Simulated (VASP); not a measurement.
Crystal: C.

```xyz
4
Lattice="2.4700 0.0000 0.0000 -1.2350 2.1391 0.0000 0.0000 0.0000 6.7900" Properties=species:S:1:pos:R:3 pbc="T T T"
C     0.0000    0.0000    0.0000
C     0.0000    0.0000    3.3950
C     0.0000    1.4261    0.0340
C     1.2350    0.7130    3.4289
```

This is a stacking variant of graphite.

| Quantity | Value |
| --- | --- |
| Program | VASP 6.6.1 |
| Task | relaxation of cell and atoms |
| Functional | PBE |
| Potentials or basis | VASP PAW PBE potentials, release 64 (C) |
| Cutoff | 520 eV |
| k mesh | 16 × 16 × 5 |
| Occupations | gaussian, width 0.1 eV |
| Spin | no spin polarisation |

At the start: pressure 0.0 GPa; volume 8.97 Å³/atom.

Task: How do energy, volume and symmetry change on relaxing?

Result: Over 12 steps the energy falls by 14.3 meV/atom and the volume is 10.03 Å³/atom (+11.8 %); space group P6_3/mmc (No. 194, to 0.05 Å).

Step by step:
| step | energy change (eV) | largest force (eV/Å) | pressure (GPa) | volume (Å³) |
| --- | --- | --- | --- | --- |
| 1 | 0.0000 | 0.5679 | 0.04 | 35.88 |
| 2 | -0.0155 | 0.3511 | 3.09 | 35.89 |
| 3 | -0.0225 | 0.0240 | 2.03 | 35.88 |
| 4 | -0.0262 | 0.0919 | -0.90 | 36.43 |
| 5 | -0.0262 | 0.0899 | -0.82 | 36.42 |
| 6 | -0.0291 | 0.0853 | -0.78 | 36.58 |
| 7 | -0.0367 | 0.0712 | -0.63 | 37.07 |
| 8 | -0.0481 | 0.0424 | -0.34 | 38.04 |
| 9 | -0.0573 | 0.0186 | 0.18 | 39.97 |
| 10 | -0.0573 | 0.0211 | 0.19 | 40.05 |
| 11 | -0.0572 | 0.0143 | -0.47 | 40.23 |
| 12 | -0.0574 | 0.0085 | -0.03 | 40.11 |

Final structure:
```yaml
crystal:
  lattice:
    - [2.46768, 0.00000, 0.00000]
    - [-1.23384, 2.13707, 0.00000]
    - [0.00000, 0.00000, 7.60625]
  atoms:
    - { symbol: C, position: [0.00000, 0.00000, 0.00247] }
    - { symbol: C, position: [0.00000, 0.00000, 0.50247] }
    - { symbol: C, position: [0.33333, 0.66667, 0.00253] }
    - { symbol: C, position: [0.66667, 0.33333, 0.50253] }
```

Caveat: this functional lacks dispersion, which binds the layers, so the pressure and a relaxed spacing across them are unreliable; the volume moved by +12 % from the deposited cell, more than functionals usually miss.
